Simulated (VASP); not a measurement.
# Si (I4_1/amd) in VASP: settings compared, part 2 of 2

VASP 6.6.1.

### 3 Phonons, PBE

File POSCAR:

```
Si
1.0
    0.0000000000      2.7079424891      2.7426550000
    2.7079424891      0.0000000000      2.7426550000
    2.7079424891      2.7079424891      0.0000000000
Si
2
Direct
    0.0000000000      0.0000000000      0.0000000000
    0.2500000000      0.2500000000      0.2500000000
```

File INCAR.step1:

```
SYSTEM = Si
PREC = Accurate ; ENCUT = 600
EDIFF = 1E-8 ; ISMEAR = 0
SIGMA = 0.01 ; LREAL = .FALSE.
LASPH = .TRUE. ; NELM = 100
ALGO = Normal ; ISIF = 3
LWAVE = .FALSE. ; LCHARG = .FALSE.
GGA = PE ; IBRION = 2
NSW = 40 ; EDIFFG = -0.002
```

File INCAR.step2:

```
SYSTEM = Si
PREC = Accurate ; ENCUT = 600
EDIFF = 1E-8 ; ISMEAR = 0
SIGMA = 0.01 ; LREAL = .FALSE.
LASPH = .TRUE. ; NELM = 100
ALGO = Normal ; ISIF = 2
LWAVE = .FALSE. ; LCHARG = .FALSE.
GGA = PE ; IBRION = 6
NFREE = 2 ; POTIM = 0.015
NSW = 1
```

File KPOINTS:

```
regular mesh
0
G
  10 10 10
  0 0 0
```

Potentials or basis: VASP PAW PBE potentials, release 64 (Si).

Command:

```sh
cat potpaw_PBE.64/Si/POTCAR > POTCAR
cp INCAR.step1 INCAR
mpirun -np 1 vasp_std > vasp.out
cp CONTCAR POSCAR
cp INCAR.step2 INCAR
mpirun -np 1 vasp_std > vasp.out
```

OUTCAR:

```text
SYSTEM = Si
   PREC = Accurate
   ENCUT = 600
   EDIFF = 1E-8
   ISMEAR = 0
   LREAL = .FALSE.
   LASPH = .TRUE.
   NELM = 100
   ISIF = 2
   GGA = PE
   IBRION = 6
   NFREE = 2
   POTIM = 0.015
   NSW = 1

 ion  position               nearest neighbor table
   1  0.000  0.000  0.000-   2 2.37   2 2.37   2 2.37   2 2.37
   2  0.250  0.250  0.250-   1 2.37   1 2.37   1 2.37   1 2.37

  LATTYP: Found a body centered tetragonal cell.
 ALAT       =     3.8667456400
 C/A-ratio  =     1.4144171592

  Lattice vectors:

 A1 = (  -2.7342020632,   0.0000000000,   2.7345956918)
 A2 = (   2.7342020632,   0.0000000000,   2.7345956918)
 A3 = (   0.0000000000,   2.7342020632,  -2.7345956918)

Analysis of symmetry for initial positions (statically):
=====================================================================
 Subroutine PRICEL returns:
 Original cell was already a primitive cell.

 Routine SETGRP: Setting up the symmetry group for a
 body centered tetragonal supercell.

 Subroutine GETGRP returns: Found 16 space group operations
 (whereof  8 operations were pure point group operations)
 out of a pool of 16 trial point group operations.

The static configuration has the point symmetry D_2d.
 The point group associated with its full space group is D_4h.

Analysis of symmetry for dynamics (positions and initial velocities):
=====================================================================
 Subroutine PRICEL returns:
 Original cell was already a primitive cell.

 Routine SETGRP: Setting up the symmetry group for a
 body centered tetragonal supercell.

 Subroutine GETGRP returns: Found 16 space group operations
 (whereof  8 operations were pure point group operations)
 out of a pool of 16 trial point group operations.

[... 305 lines left out ...]

 E-fermi :   5.8030     XC(G=0):  -9.3273

 val. band max:        5.6886355320   @ k =   0.0000   0.0000   0.0000
 cond. band min:       6.2332066869   @ k =   0.4000   0.4000   0.0000
 fundamental gap:      0.5445711549
 Fermi energy:         5.8030275327

 k-point     1 :       0.0000    0.0000    0.0000
  band No.  band energies     occupation
      1      -6.1986      2.00000
      2       5.5451      2.00000
      3       5.6164      2.00000
      4       5.6886      2.00000
      5       8.1304      0.00000
      6       8.1729      0.00000
      7       8.2159      0.00000
      8       8.7506      0.00000
[... 243 lines left out ...]
 k-point    24 :       0.4000    0.3000    0.0000
  band No.  band energies     occupation
      1      -4.0754      2.00000
      2       0.2211      2.00000
      3       2.7951      2.00000
      4       3.2612      2.00000
      5       6.7144      0.00000
      6       7.8639      0.00000
      7      12.4741      0.00000
      8      12.6070      0.00000

 [... further k-points ...]
[... 5 lines left out ...]
  --------------------------------------------------------------------------------------
  -------------------------------------------------------------------------------------
  Total        0.0051785      0.0051785     -0.0018357     -0.1353845      0.0000000      0.0000000
  in kB        0.2029233      0.2029233     -0.0719333     -5.3051184      0.0000000      0.0000000
  external PRESSURE =       0.1113044 kB  Pullay stress =       0.0000000 kB
[... 17 lines left out ...]
  FREE ENERGIE OF THE ION-ELECTRON SYSTEM (eV)
  ---------------------------------------------------
  free  energy   TOTEN  =       -10.8478674687 eV

  energy  without entropy=      -10.8478674687  energy(sigma->0) =      -10.84786747

 INTERNAL STRAIN TENSORS FROM DISPLACED ATOMS
 ============================================

 INTERNAL STRAIN TENSOR FOR ION    1 for displacements in x,y,z  (eV/Angst):
          X           Y           Z          XY          YZ          ZX
  --------------------------------------------------------------------------------
  x     0.00000     0.00000     0.00000     0.00000     9.02375     0.00000
  y     0.00000     0.00000     0.00000     0.00000     0.00000     9.02375
  z     0.00000     0.00000     0.00000     9.03011     0.00000     0.00000

 INTERNAL STRAIN TENSOR FOR ION    2 for displacements in x,y,z  (eV/Angst):
          X           Y           Z          XY          YZ          ZX
  --------------------------------------------------------------------------------
  x     0.00000     0.00000     0.00000     0.00000    -9.02375     0.00000
  y     0.00000     0.00000     0.00000     0.00000     0.00000    -9.02375
  z     0.00000     0.00000     0.00000    -9.03011     0.00000     0.00000

 Eigenvectors and eigenvalues of the dynamical matrix
 ----------------------------------------------------

   1 f  =   15.064666 THz    94.654087 2PiTHz  502.503161 cm-1    62.302424 meV
             X         Y         Z           dx          dy          dz
      0.000000  0.000000  0.000000     0.000000    0.000000   -0.707107
      1.367101  1.367101  1.367298     0.000000    0.000000    0.707107
[... 21 lines left out ...]
   6 f  =    0.000000 THz     0.000000 2PiTHz    0.000000 cm-1     0.000000 meV
             X         Y         Z           dx          dy          dz
      0.000000  0.000000  0.000000     0.000000    0.000000    0.707107
      1.367101  1.367101  1.367298     0.000000    0.000000    0.707107

 ELASTIC MODULI CONTR FROM IONIC RELAXATION (kBar)
 Direction    XX          YY          ZZ          XY          YZ          ZX
 --------------------------------------------------------------------------------
 XX           0.0000      0.0000      0.0000      0.0000      0.0000      0.0000
 YY           0.0000      0.0000      0.0000      0.0000      0.0000      0.0000
 ZZ           0.0000      0.0000      0.0000      0.0000      0.0000      0.0000
 XY           0.0000      0.0000      0.0000   -245.0476      0.0000      0.0000
 YZ           0.0000      0.0000      0.0000      0.0000   -244.7209      0.0000
 ZX           0.0000      0.0000      0.0000      0.0000      0.0000   -244.7209
 --------------------------------------------------------------------------------
```

OUTCAR.step1:

```text
SYSTEM = Si
   PREC = Accurate
   ENCUT = 600
   EDIFF = 1E-8
   ISMEAR = 0
   LREAL = .FALSE.
   LASPH = .TRUE.
   NELM = 100
[... 631 lines left out ...]
  -------------------------------------------------------------------------------------
  Total        0.0018982      0.0018982     -0.0014819      0.0000000     -0.0000000      0.0000000
  in kB        0.0743820      0.0743820     -0.0580709      0.0000000     -0.0000000      0.0000000
  external PRESSURE =       0.0302311 kB  Pullay stress =       0.0000000 kB
[... 17 lines left out ...]
  FREE ENERGIE OF THE ION-ELECTRON SYSTEM (eV)
  ---------------------------------------------------
  free  energy   TOTEN  =       -10.8493064725 eV

  energy  without entropy=      -10.8493064725  energy(sigma->0) =      -10.84930647

 reached required accuracy - stopping structural energy minimisation
```

OSZICAR.step1:

```text
N       E                     dE             d eps       ncg     rms          rms(c)
DAV:   1     0.908792752459E+01    0.90879E+01   -0.35737E+03  1632   0.874E+02
DAV:   2    -0.107110211846E+02   -0.19799E+02   -0.19155E+02  2488   0.871E+01
DAV:   3    -0.110210809746E+02   -0.31006E+00   -0.31006E+00  2120   0.130E+01
[... 45 lines left out ...]
DAV:   3    -0.108493061391E+02   -0.11280E-05   -0.15850E-06  2232   0.917E-03    0.241E-03
DAV:   4    -0.108493063983E+02   -0.25919E-06   -0.12263E-07  2344   0.282E-03    0.146E-03
DAV:   5    -0.108493064918E+02   -0.93445E-07   -0.20352E-08  1944   0.103E-03    0.149E-04
DAV:   6    -0.108493064807E+02    0.11085E-07   -0.24138E-10  1056   0.122E-04    0.322E-05
DAV:   7    -0.108493064725E+02    0.81618E-08   -0.11520E-10  1024   0.102E-04
   5 F= -.10849306E+02 E0= -.10849306E+02  d E =-.526531E-03
```

Run time: 3.3 min. Hardware: 1 thread of Intel Xeon Platinum 8488C (Sapphire Rapids), shared host; peak memory 0.29 GiB.

Results:

```
Relaxed volume                         : 20.44 Å³/atom
Relaxed cell                           : a = 3.867 Å, b = 3.867 Å, c = 3.867 Å, α = 60.00°, β = 60.00°, γ = 60.00°
Space group after relaxing (to 0.05 Å) : Fd-3m (No. 227)
Highest phonon frequency at Γ          : 503 cm⁻¹
```

The path:
| step | energy change (eV) | largest force (eV/Å) | pressure (GPa) | volume (Å³) |
| --- | --- | --- | --- | --- |
| 1 | 0.0000 | 0.0000 | 1.51 | 40.22 |
| 2 | -0.0028 | 0.0000 | -0.94 | 41.33 |
| 3 | -0.0039 | 0.0000 | -0.13 | 40.95 |
| 4 | -0.0043 | 0.0000 | -0.05 | 40.91 |
| 5 | -0.0044 | 0.0000 | 0.00 | 40.89 |

Final structure:
```xyz
2
Lattice="0.0000 2.7342 2.7346 2.7342 0.0000 2.7346 2.7342 2.7342 0.0000" Properties=species:S:1:pos:R:3 pbc="T T T"
Si    0.0000    0.0000    0.0000
Si    1.3671    1.3671    1.3673
```

Phonon frequencies in cm⁻¹ (negative: imaginary):
```csv
q point,frequencies
"(0.000, 0.000, 0.000)",0 0 0 502 502 503
```
